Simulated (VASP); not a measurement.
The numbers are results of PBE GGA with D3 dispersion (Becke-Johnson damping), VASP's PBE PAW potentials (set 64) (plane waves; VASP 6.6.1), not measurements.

The input files of a VASP run:

INCAR:
```
# general
SYSTEM   =  TiAl
PREC     =  Accurate
ENCUT    =  520   # plane-wave cut-off (eV)
LREAL    =  .False.   # projection in real space or not
LASPH    =  .True.   # aspherical one-centre terms

# electronic loop
EDIFF    =  1E-6
NELM     =  100
ALGO     =  Normal
LMAXMIX  =  4   # l cut-off of mixed one-centre charges

# smearing
ISMEAR   =  1
SIGMA    =  0.1   # width (eV)

# functional
GGA      =  PE
IVDW     =  12   # D3, Becke-Johnson

# ions
IBRION   =  2
NSW      =  60   # most ionic steps
ISIF     =  3   # ions, shape and volume
EDIFFG   =  -0.01   # ionic stop

# output
LWAVE    =  .False.
LCHARG   =  .False.
```

### KPOINTS
```
Automatic mesh
0
Gamma
12 12 8
0 0 0
```

File POSCAR:
```
TiAl
1
    2.8300000000     0.0000000000     0.0000000000
    0.0000000000     2.8300000000     0.0000000000
    0.0000000000     0.0000000000     4.0700000000
Ti Al
1 1
Direct
  0.0000000000   0.0000000000   0.0000000000
  0.5000000000   0.5000000000   0.5000000000
```

POTCAR, in this order: Ti_sv Al (PBE.64 set). Program: vasp_std.

Output of the run:

### OUTCAR
```
 ion  position               nearest neighbor table
   1  0.000  0.000  0.000-   2 2.85   2 2.85   2 2.85   2 2.85   2 2.85   2 2.85   2 2.85   2 2.85
  LATTYP: Found a simple tetragonal cell.
 ALAT       =     2.8300000000
 C/A-ratio  =     1.4381625442
 Subroutine PRICEL returns:
 Original cell was already a primitive cell.
 Subroutine GETGRP returns: Found 16 space group operations
The static configuration has the point symmetry D_4h.
The dynamic configuration has the point symmetry D_4h.
 Subroutine INISYM returns: Found 16 space group operations
 Subroutine IBZKPT returns following result:
 Found    140 irreducible k-points:

 Following reciprocal coordinates:
            Coordinates               Weight
  0.000000  0.000000  0.000000      1.000000
  0.083333  0.000000  0.000000      4.000000
  0.166667  0.000000  0.000000      4.000000
  0.250000  0.000000  0.000000      4.000000
  0.333333  0.000000  0.000000      4.000000
  0.416667  0.000000  0.000000      4.000000
  0.500000  0.000000  0.000000      2.000000
  0.083333  0.083333  0.000000      4.000000
  0.166667  0.083333  0.000000      8.000000
  0.250000  0.083333  0.000000      8.000000
  0.333333  0.083333  0.000000      8.000000
  0.416667  0.083333  0.000000      8.000000
  0.500000  0.083333  0.000000      4.000000
  0.166667  0.166667  0.000000      4.000000
  0.250000  0.166667  0.000000      8.000000
  0.333333  0.166667  0.000000      8.000000
  0.416667  0.166667  0.000000      8.000000
  0.500000  0.166667  0.000000      4.000000
  0.250000  0.250000  0.000000      4.000000
  0.333333  0.250000  0.000000      8.000000
  0.416667  0.250000  0.000000      8.000000
  0.500000  0.250000  0.000000      4.000000
  0.333333  0.333333  0.000000      4.000000
  0.416667  0.333333  0.000000      8.000000
  0.500000  0.333333  0.000000      4.000000
  0.416667  0.416667  0.000000      4.000000
  0.500000  0.416667  0.000000      4.000000
  0.500000  0.500000  0.000000      1.000000
  0.000000  0.000000  0.125000      2.000000
  0.083333  0.000000  0.125000      8.000000
  0.166667  0.000000  0.125000      8.000000
  0.250000  0.000000  0.125000      8.000000
  0.333333  0.000000  0.125000      8.000000
  0.416667  0.000000  0.125000      8.000000
  0.500000  0.000000  0.125000      4.000000
  0.083333  0.083333  0.125000      8.000000
  0.166667  0.083333  0.125000     16.000000
  0.250000  0.083333  0.125000     16.000000
  0.333333  0.083333  0.125000     16.000000
  0.416667  0.083333  0.125000     16.000000
   k-points           NKPTS =    140   k-points in BZ     NKDIM =    140   number of bands    NBANDS=     11
   number of dos      NEDOS =    301   number of ions     NIONS =      2
   total plane-waves  NPLWV =  17280
   dimension x,y,z NGX =    24 NGY =   24 NGZ =   30
   dimension x,y,z NGXF=    48 NGYF=   48 NGZF=   60
   ions per type =               1   1
   PREC   = accura    normal or accurate (medium, high low for compatibility)
   ISTART =      0    job   : 0-new  1-cont  2-samecut
   ICHARG =      2    charge: 1-file 2-atom 10-const
   ISPIN  =      1    spin polarized calculation?
   LNONCOLLINEAR =      F non collinear calculations
   LSORBIT =      F    spin-orbit coupling
   INIWAV =      1    electr: 0-lowe 1-rand  2-diag
   ENCUT  =  520.0 eV  38.22 Ry    6.18 a.u.   5.26  5.26  7.57*2*pi/ulx,y,z
   NELM   =    100;   NELMIN=  2; NELMDL= -5     # of ELM steps
   EDIFF  = 0.1E-05   stopping-criterion for ELM
   LREAL  =      F    real-space projection
   NLSPLINE    = F    spline interpolate recip. space projectors
   LMAXMIX     =    4 max onsite mixed and CHGCAR
...
```

File OSZICAR:
```
       N       E                     dE             d eps       ncg     rms          rms(c)
DAV:   1     0.897446866876E+02    0.89745E+02   -0.74526E+03  3080   0.138E+03
DAV:   2    -0.829555566202E+01   -0.98040E+02   -0.95532E+02  3110   0.335E+02
DAV:   3    -0.138146892474E+02   -0.55191E+01   -0.53105E+01  4943   0.783E+01
DAV:   4    -0.139954232541E+02   -0.18073E+00   -0.17911E+00  3862   0.119E+01
DAV:   5    -0.140032759508E+02   -0.78527E-02   -0.78452E-02  4450   0.230E+00    0.962E+00
DAV:   6    -0.125513885443E+02    0.14519E+01   -0.12781E+01  3871   0.387E+01    0.337E+00
DAV:   7    -0.124076914298E+02    0.14370E+00   -0.12339E+00  3585   0.118E+01    0.186E+00
DAV:   8    -0.123956739120E+02    0.12018E-01   -0.15544E-01  3515   0.448E+00    0.512E-01
DAV:   9    -0.123938695982E+02    0.18043E-02   -0.28026E-02  3746   0.222E+00    0.227E-01
DAV:  10    -0.123940354187E+02   -0.16582E-03   -0.17116E-03  3864   0.485E-01    0.507E-02
DAV:  11    -0.123940194483E+02    0.15970E-04   -0.41370E-04  4193   0.221E-01    0.441E-02
DAV:  12    -0.123940218217E+02   -0.23734E-05   -0.25661E-05  3566   0.570E-02    0.120E-02
DAV:  13    -0.123940213561E+02    0.46568E-06   -0.12922E-06  2508   0.118E-02
   1 F= -.13353018E+02 E0= -.13353218E+02  d E =-.133530E+02
       N       E                     dE             d eps       ncg     rms          rms(c)
DAV:   1    -0.136892625320E+02   -0.12952E+01   -0.28514E+01  3390   0.812E+01    0.998E+00
DAV:   2    -0.124043473996E+02    0.12849E+01   -0.82107E+00  3573   0.376E+01    0.230E+00
DAV:   3    -0.122943100079E+02    0.11004E+00   -0.70868E-01  3525   0.843E+00    0.981E-01
DAV:   4    -0.122997291398E+02   -0.54191E-02   -0.21418E-01  3511   0.403E+00    0.624E-01
DAV:   5    -0.123116280453E+02   -0.11899E-01   -0.20622E-02  3944   0.144E+00    0.307E-01
DAV:   6    -0.123217609171E+02   -0.10133E-01   -0.19217E-02  4759   0.779E-01    0.169E-01
DAV:   7    -0.123231214923E+02   -0.13606E-02   -0.19102E-03  3804   0.354E-01    0.230E-02
DAV:   8    -0.123232037114E+02   -0.82219E-04   -0.41929E-04  4461   0.118E-01    0.426E-02
DAV:   9    -0.123232715700E+02   -0.67859E-04   -0.13817E-04  3635   0.108E-01    0.842E-03
DAV:  10    -0.123232731776E+02   -0.16076E-05   -0.20511E-05  3863   0.310E-02    0.764E-03
DAV:  11    -0.123232733676E+02   -0.19004E-06   -0.77352E-07  2029   0.114E-02
   2 F= -.13366887E+02 E0= -.13367083E+02  d E =-.138686E-01
       N       E                     dE             d eps       ncg     rms          rms(c)
DAV:   1    -0.126256071118E+02   -0.30233E+00   -0.49093E+00  3484   0.350E+01    0.462E+00
DAV:   2    -0.124138329952E+02    0.21177E+00   -0.23296E+00  3774   0.185E+01    0.123E+00
DAV:   3    -0.123641549617E+02    0.49678E-01   -0.26340E-01  3646   0.527E+00    0.296E-01
DAV:   4    -0.123667614999E+02   -0.26065E-02   -0.28110E-02  3643   0.117E+00    0.199E-01
DAV:   5    -0.123703096575E+02   -0.35482E-02   -0.57520E-03  4176   0.597E-01    0.186E-01
DAV:   6    -0.123716539868E+02   -0.13443E-02   -0.35544E-03  4440   0.430E-01    0.420E-02
DAV:   7    -0.123717288362E+02   -0.74849E-04   -0.25749E-04  3987   0.130E-01    0.132E-02
DAV:   8    -0.123717399993E+02   -0.11163E-04   -0.30844E-05  4158   0.504E-02    0.403E-03
DAV:   9    -0.123717402289E+02   -0.22957E-06   -0.21041E-06  2990   0.104E-02
   3 F= -.13380078E+02 E0= -.13380299E+02  d E =-.270594E-01
```

### OUTCAR
```
------------------------ aborting loop because EDIFF is reached ----------------------------------------
 Edisp (eV)   -1.00834
  FORCE on cell =-STRESS in cart. coord.  units (eV):
  Direction    XX          YY          ZZ          XY          YZ          ZX
  --------------------------------------------------------------------------------------
  Total       0.00797     0.00797    -0.00934     0.00000     0.00000     0.00000
  in kB       0.41112     0.41112    -0.48190     0.00000     0.00000     0.00000
  external pressure =        0.11 kB  Pullay stress =        0.00 kB
  volume of cell :       31.07
      direct lattice vectors                 reciprocal lattice vectors
     2.785131961  0.000000000  0.000000000     0.359049414  0.000000000  0.000000000
     0.000000000  2.785131961  0.000000000     0.000000000  0.359049414  0.000000000
     0.000000000  0.000000000  4.004854526     0.000000000  0.000000000  0.249696960
 POSITION                                       TOTAL-FORCE (eV/Angst)
 -----------------------------------------------------------------------------------
      0.00000      0.00000      0.00000         0.000000      0.000000      0.000000
      1.39257      1.39257      2.00243         0.000000      0.000000      0.000000
 -----------------------------------------------------------------------------------
    total drift:                                0.000000      0.000000      0.000000
  FREE ENERGIE OF THE ION-ELECTRON SYSTEM (eV)
  ---------------------------------------------------
  free  energy   TOTEN  =       -13.3800777160 eV

  energy  without entropy=      -13.3807413438  energy(sigma->0) =      -13.38029893

 reached required accuracy - stopping structural energy minimisation
```
(Selected blocks of OUTCAR.)

CONTCAR:
```
TiAl
   1.00000000000000
     2.7851319614236969    0.0000000000000000    0.0000000000000000
     0.0000000000000000    2.7851319614236969    0.0000000000000000
     0.0000000000000000    0.0000000000000000    4.0048545262783648
  Ti              Al
     1     1
Direct
     0.0000000000000000    0.0000000000000000    0.0000000000000000
     0.5000000000000000    0.5000000000000000    0.5000000000000000
```

Energy and stress use the plane-wave basis of the starting cell.

The compound is TiAl in the L1_0 structure. This run relaxes it. Symmetry was kept, so distortions that lower it aren't found. The electron count is odd and the run is not spin-polarised, which forces a metal.
